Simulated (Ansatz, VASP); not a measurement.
# Cross-check of SiC between VASP and Ansatz, part 2 of 3

Wanted: the spread between two codes on one cell, functional and k mesh. The cell is taken from a series of runs on this material, whose earlier steps may have relaxed, scaled, displaced or heated it; both programs get it as it stands.

VASP 6.6.1 and Ansatz 0.2.0.

So far: Set-up; VASP: zone-centre phonons, PBE.

## 2. VASP: zone-centre phonons, PBE (continued)

Level of this step: PBE; plane waves and PAW (C, Si) (VASP).

Parts of OUTCAR (step 2):

```text
ion  position               nearest neighbor table
   1  0.667  0.333  0.750-   7 1.89   7 1.89   7 1.89   5 1.90
   2  0.333  0.667  0.250-   8 1.89   8 1.89   8 1.89   6 1.90
   3  1.000  1.000  0.500-   6 1.90   6 1.90   6 1.90   7 1.90
   4  1.000  1.000  0.000-   5 1.90   5 1.90   5 1.90   8 1.90
   5  0.667  0.333  0.938-   4 1.90   4 1.90   4 1.90   1 1.90   7 3.10   7 3.10   7 3.10   8 3.10
                             8 3.10   8 3.10
   6  0.333  0.667  0.438-   3 1.90   3 1.90   3 1.90   2 1.90   8 3.10   8 3.10   8 3.10   7 3.10
                             7 3.10   7 3.10
   7  1.000  1.000  0.688-   1 1.89   1 1.89   1 1.89   3 1.90   5 3.10   5 3.10   5 3.10   6 3.10
                             6 3.10   6 3.10
   8  1.000  1.000  0.188-   2 1.89   2 1.89   2 1.89   4 1.90   6 3.10   6 3.10   6 3.10   5 3.10
                             5 3.10   5 3.10

  LATTYP: Found a hexagonal cell.
 ALAT       =     3.0941165108
 C/A-ratio  =     3.2736926938

 Subroutine GETGRP returns: Found 12 space group operations
 (whereof  6 operations were pure point group operations)

The static configuration has the point symmetry C_3v.
 The point group associated with its full space group is C_6v.

 Found     36 irreducible k-points:

   k-points           NKPTS =     36   k-points in BZ     NKDIM =     36   number of bands    NBANDS=     24

   dimension x,y,z NGX =    28 NGY =   28 NGZ =   84
   dimension x,y,z NGXF=    56 NGYF=   56 NGZF=  168

   ENCUT  =  600.0 eV  44.10 Ry    6.64 a.u.   6.18  6.18 20.23*2*pi/ulx,y,z

   NELECT =      32.0000    total number of electrons

 k-points in reciprocal lattice and weights: Automatic mesh
   0.00000000  0.00000000  0.00000000       0.003
   0.11111111  0.00000000  0.00000000       0.019
   0.22222222  0.00000000  0.00000000       0.019
   0.33333333  0.00000000  0.00000000       0.019
   0.44444444  0.00000000  0.00000000       0.019
   0.11111111  0.11111111  0.00000000       0.019
   0.22222222  0.11111111  0.00000000       0.037
   0.33333333  0.11111111  0.00000000       0.037
   0.44444444  0.11111111  0.00000000       0.019
[...]
0.33333333  0.22222222  0.50000000       0.037
   0.33333333  0.33333333  0.50000000       0.006

 average (electrostatic) potential at core
       1 -44.9607       2 -44.9607       3 -45.0211       4 -45.0211       5 -80.5994
       6 -80.5994       7 -80.5579       8 -80.5579

   1 f  =   26.827928 THz   168.564842 2PiTHz  894.883346 cm-1   110.951344 meV
             X         Y         Z           dx          dy          dz
      1.547058  0.893194  7.594931     0.000000   -0.000000    0.167688
     -0.000000  1.786389  2.530337     0.000000   -0.000000   -0.167688
      1.547058  2.679584  5.069114     0.000000   -0.000000    0.593185
      1.547058  2.679584  0.004521     0.000000   -0.000000   -0.593185
      1.547058  0.893194  9.499609    -0.000000    0.000000    0.190092
     -0.000000  1.786389  4.435016    -0.000000    0.000000   -0.190092
      1.547058  2.679584  6.967876    -0.000000    0.000000   -0.289615
      1.547058  2.679584  1.903283    -0.000000    0.000000    0.289615

   2 f  =   26.582963 THz   167.025680 2PiTHz  886.712187 cm-1   109.938250 meV
             X         Y         Z           dx          dy          dz
      1.547058  0.893194  7.594931     0.000000   -0.000000   -0.590677
     -0.000000  1.786389  2.530337     0.000000    0.000000    0.590677
      1.547058  2.679584  5.069114     0.000000    0.000000    0.169360
      1.547058  2.679584  0.004521    -0.000000    0.000000   -0.169360
      1.547058  0.893194  9.499609    -0.000000   -0.000000    0.290247
     -0.000000  1.786389  4.435016    -0.000000   -0.000000   -0.290247
      1.547058  2.679584  6.967876    -0.000000    0.000000    0.195384
      1.547058  2.679584  1.903283    -0.000000   -0.000000   -0.195384

   3 f  =   24.404305 THz   153.336770 2PiTHz  814.039988 cm-1   100.928050 meV
             X         Y         Z           dx          dy          dz
      1.547058  0.893194  7.594931     0.000000    0.000000    0.476126
     -0.000000  1.786389  2.530337    -0.000000    0.000000    0.476126
      1.547058  2.679584  5.069114     0.000000    0.000000   -0.521970
      1.547058  2.679584  0.004521    -0.000000    0.000000   -0.521970
      1.547058  0.893194  9.499609    -0.000000   -0.000000    0.029170
     -0.000000  1.786389  4.435016     0.000000   -0.000000    0.029170
      1.547058  2.679584  6.967876    -0.000000   -0.000000    0.000863
      1.547058  2.679584  1.903283     0.000000   -0.000000    0.000863

   4 f  =   23.292532 THz   146.351297 2PiTHz  776.955247 cm-1    96.330130 meV
             X         Y         Z           dx          dy          dz
      1.547058  0.893194  7.594931    -0.000000   -0.409173    0.000000
     -0.000000  1.786389  2.530337    -0.000000   -0.409173    0.000000
      1.547058  2.679584  5.069114    -0.000000   -0.427580   -0.000000
      1.547058  2.679584  0.004521    -0.000000   -0.427580   -0.000000
      1.547058  0.893194  9.499609     0.000000    0.278144   -0.000000
     -0.000000  1.786389  4.435016     0.000000    0.278144   -0.000000
      1.547058  2.679584  6.967876     0.000000    0.269050    0.000000
      1.547058  2.679584  1.903283     0.000000    0.269050   -0.000000

   5 f  =   23.292532 THz   146.351297 2PiTHz  776.955247 cm-1    96.330130 meV
             X         Y         Z           dx          dy          dz
      1.547058  0.893194  7.594931    -0.409173    0.000000    0.000000
     -0.000000  1.786389  2.530337    -0.409173    0.000000    0.000000
      1.547058  2.679584  5.069114    -0.427580    0.000000    0.000000
      1.547058  2.679584  0.004521    -0.427580    0.000000   -0.000000
      1.547058  0.893194  9.499609     0.278144   -0.000000    0.000000
     -0.000000  1.786389  4.435016     0.278144   -0.000000   -0.000000
      1.547058  2.679584  6.967876     0.269050   -0.000000   -0.000000
      1.547058  2.679584  1.903283     0.269050   -0.000000   -0.000000

   6 f  =   22.923127 THz   144.030252 2PiTHz  764.633198 cm-1    94.802391 meV
             X         Y         Z           dx          dy          dz
      1.547058  0.893194  7.594931    -0.000001    0.471549   -0.000000
     -0.000000  1.786389  2.530337     0.000001   -0.471549   -0.000000
      1.547058  2.679584  5.069114     0.000001   -0.376802   -0.000000
      1.547058  2.679584  0.004521    -0.000001    0.376802   -0.000000
      1.547058  0.893194  9.499609     0.000000   -0.265284    0.000000
     -0.000000  1.786389  4.435016    -0.000000    0.265284    0.000000
      1.547058  2.679584  6.967876     0.000000   -0.255513    0.000000
      1.547058  2.679584  1.903283    -0.000000    0.255513    0.000000

   7 f  =   22.923127 THz   144.030252 2PiTHz  764.633198 cm-1    94.802391 meV
             X         Y         Z           dx          dy          dz
      1.547058  0.893194  7.594931     0.471549    0.000001   -0.000000
     -0.000000  1.786389  2.530337    -0.471549   -0.000001   -0.000000
      1.547058  2.679584  5.069114    -0.376802   -0.000001    0.000000
      1.547058  2.679584  0.004521     0.376802    0.000001    0.000000
      1.547058  0.893194  9.499609    -0.265284   -0.000000   -0.000000
     -0.000000  1.786389  4.435016     0.265284    0.000000   -0.000000
      1.547058  2.679584  6.967876    -0.255513   -0.000000    0.000000
      1.547058  2.679584  1.903283     0.255513    0.000000    0.000000

   8 f  =   22.842700 THz   143.524917 2PiTHz  761.950458 cm-1    94.469774 meV
             X         Y         Z           dx          dy          dz
      1.547058  0.893194  7.594931    -0.000000    0.000000    0.445391
     -0.000000  1.786389  2.530337     0.000000   -0.000000    0.445391
      1.547058  2.679584  5.069114    -0.000000   -0.000000    0.390160
      1.547058  2.679584  0.004521     0.000000    0.000000    0.390160
      1.547058  0.893194  9.499609    -0.000000   -0.000000   -0.280457
     -0.000000  1.786389  4.435016     0.000000    0.000000   -0.280457
      1.547058  2.679584  6.967876     0.000000   -0.000000   -0.265981
      1.547058  2.679584  1.903283    -0.000000    0.000000   -0.265981

   9 f  =   22.678434 THz   142.492803 2PiTHz  756.471129 cm-1    93.790424 meV
             X         Y         Z           dx          dy          dz
      1.547058  0.893194  7.594931     0.000001   -0.373597   -0.000000
     -0.000000  1.786389  2.530337    -0.000001    0.373597   -0.000000
      1.547058  2.679584  5.069114     0.000001   -0.469728   -0.000000
      1.547058  2.679584  0.004521    -0.000001    0.469728   -0.000000
      1.547058  0.893194  9.499609     0.000001   -0.257745    0.000000
     -0.000000  1.786389  4.435016    -0.000001    0.257745    0.000000
      1.547058  2.679584  6.967876    -0.000001    0.270830    0.000000
      1.547058  2.679584  1.903283     0.000001   -0.270830    0.000000

  10 f  =   22.678434 THz   142.492803 2PiTHz  756.471129 cm-1    93.790424 meV
             X         Y         Z           dx          dy          dz
      1.547058  0.893194  7.594931    -0.373597   -0.000001   -0.000000
     -0.000000  1.786389  2.530337     0.373597    0.000001   -0.000000
      1.547058  2.679584  5.069114    -0.469728   -0.000001   -0.000000
      1.547058  2.679584  0.004521     0.469728    0.000001   -0.000000
      1.547058  0.893194  9.499609    -0.257745   -0.000001    0.000000
     -0.000000  1.786389  4.435016     0.257745    0.000001    0.000000
      1.547058  2.679584  6.967876     0.270830    0.000001   -0.000000
      1.547058  2.679584  1.903283    -0.270830   -0.000001    0.000000

  11 f  =   22.417011 THz   140.850233 2PiTHz  747.750994 cm-1    92.709266 meV
             X         Y         Z           dx          dy          dz
      1.547058  0.893194  7.594931    -0.000001   -0.439231   -0.000000
     -0.000000  1.786389  2.530337    -0.000001   -0.439231   -0.000000
      1.547058  2.679584  5.069114     0.000001    0.422087   -0.000000
      1.547058  2.679584  0.004521     0.000001    0.422087   -0.000000
    [... 145 further lines ...]
      1.547058  2.679584  6.967876    -0.004771    0.418355   -0.000000
      1.547058  2.679584  1.903283    -0.004771    0.418355   -0.000000

 MACROSCOPIC STATIC DIELECTRIC TENSOR IONIC CONTRIBUTION
 ------------------------------------------------------
           3.279719     0.000000     0.000000
           0.000000     3.279719     0.000000
           0.000000     0.000000     3.656362
 ------------------------------------------------------

 ELASTIC MODULI CONTR FROM IONIC RELAXATION (kBar)
 Direction    XX          YY          ZZ          XY          YZ          ZX
 --------------------------------------------------------------------------------
 XX        -412.0626    237.9692    169.3151     -0.0000      0.0000     -0.0000
 YY         237.9692   -412.0626    169.3151      0.0000      0.0000      0.0000
 ZZ         169.3151    169.3151   -330.4045     -0.0000     -0.0000      0.0000
 XY          -0.0000      0.0000     -0.0000   -325.0159     -0.0000      0.0000
 YZ           0.0000      0.0000     -0.0000     -0.0000    -88.7025     -0.0000
 ZX          -0.0000      0.0000      0.0000      0.0000     -0.0000    -94.9528
 --------------------------------------------------------------------------------

 PIEZOELECTRIC TENSOR IONIC CONTR  for field in x, y, z        (C/m^2)
          XX          YY          ZZ          XY          YZ          ZX
  --------------------------------------------------------------------------------
  x     0.00000    -0.00000    -0.00000    -0.00000     0.00000     0.52345
  y    -0.00000     0.00000    -0.00000     0.00000     0.50563     0.00000
  z     0.52969     0.52969    -1.03261    -0.00000     0.00000     0.00000
```

(Part 2 of 3 ends here.)

[Lines on the potential files, build, host, timing and source positions are cut from VASP's logs without a mark.]

[Logs are printed without paths, hosts, clocks, repeated set-up lines and the standing remarks that a program may print on its own settings, such as how far it seeks lower states.]

[Hosts, paths, dates, database ids (printed as entryN), source tags and the programs' standing remarks are cut or masked in the printed files.]
